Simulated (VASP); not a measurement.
VASP ran on this input.

**POSCAR**
```
SrCl2
1
    0.0000000000     3.4506886608     3.4506886608
    3.4506886608     0.0000000000     3.4506886608
    3.4506886608     3.4506886608     0.0000000000
Sr Cl
1 2
Direct
  0.0000000000   0.0000000000   0.0000000000
  0.2500000000   0.2500000000   0.2500000000
  0.7500000000   0.7500000000   0.7500000000
```

File KPOINTS:
```
Regular mesh
0
Gamma
 6 6 6
0 0 0
```

**INCAR**
```
SYSTEM  =  SrCl2
PREC  =  Accurate; ENCUT  =  520; LREAL  =  .False.
LASPH  =  .True.
EDIFF  =  1E-7; NELM  =  100; ALGO  =  Normal
LMAXMIX  =  4
ISMEAR  =  0; SIGMA  =  0.05
GGA  =  BO; LUSE_VDW  =  .True.; AGGAC  =  0.0
PARAM1  =  0.1833333333; PARAM2  =  0.22
ISIF  =  2
LWAVE  =  .False.; LCHARG  =  .False.
```

POTCAR, in this order: Sr_sv Cl (PBE.64 set). Program: vasp_std.

### Question
Write an equivalent input for Quantum ESPRESSO's pw.x.

### Answer
One equivalent input (not run):
```
&CONTROL
  calculation = 'scf'
  pseudo_dir = './pseudo'
  outdir = './out'
  tprnfor = .true.
  tstress = .true.
/
&SYSTEM
  ibrav = 0
  nat = 3
  ntyp = 2
  ecutwfc = 68
  occupations = 'smearing'
  smearing = 'gaussian'
  degauss = 0.003675
  input_dft = 'vdw-df-obk8'
/
&ELECTRONS
  conv_thr = 7.3e-09
  electron_maxstep = 100
/
ATOMIC_SPECIES
  Sr 87.620 Sr.upf
  Cl 35.450 Cl.upf
CELL_PARAMETERS angstrom
     0.0000000    3.4506887    3.4506887
     3.4506887    0.0000000    3.4506887
     3.4506887    3.4506887    0.0000000
ATOMIC_POSITIONS crystal
  Sr   0.0000000  0.0000000  0.0000000
  Cl   0.2500000  0.2500000  0.2500000
  Cl   0.7500000  0.7500000  0.7500000
K_POINTS automatic
  6 6 6 0 0 0
```
Limits of the translation: the potentials are each code's own (VASP's PAW set, PseudoDojo norm-conserving files in pw.x), so ENCUT and ecutwfc are chosen apart and not converted; conv_thr bounds pw.x's estimated SCF error, while EDIFF bounds the energy change between steps.

The compound is SrCl2 in the fluorite structure. This cell is one point of a volume scan, at 0.97 of the reference volume.
